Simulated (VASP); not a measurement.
A cell of CeO₂ (fluorite) near equilibrium:

```
CELL_PARAMETERS angstrom
      0.00000     2.71741     2.71741
      2.71741     0.00000     2.71741
      2.71741     2.71741     0.00000
ATOMIC_POSITIONS crystal
  Ce 0.00000 0.00000 0.00000
  O  0.25000 0.25000 0.25000
  O  0.75000 0.75000 0.75000
```

Computed with r2SCAN meta-GGA, VASP's PBE PAW potentials (set 64) (plane waves; VASP).

| run | ΔE (meV/atom) | σxx | σyy | σzz | largest shear component, with its sign (GPa) | largest force (eV/Å) | gap (eV) |
|---|---|---|---|---|---|---|---|
| as it is | 0.0 | 0.05 | 0.05 | 0.05 | 0.00 | 0.000 | 2.28 |
| after one change | 5.2 | -1.91 | -1.91 | -6.92 | 0.00 | 0.000 | 2.16 |
Stress is in GPa, positive when the cell is compressed; gaps are those on the k-mesh, and 0.00 means metallic.

What was changed between the two runs?
A) shear strain γ_xz = -1.5 %
B) atom 1 (Ce) moved by 0.025 Å along z
C) uniaxial strain of +2.0 % along z
D) uniaxial strain of +3.0 % along y

C, uniaxial strain of +2.0 % along z

The compound is CeO2 in the fluorite structure. The run is not spin-polarised, so no magnetic state was tried.
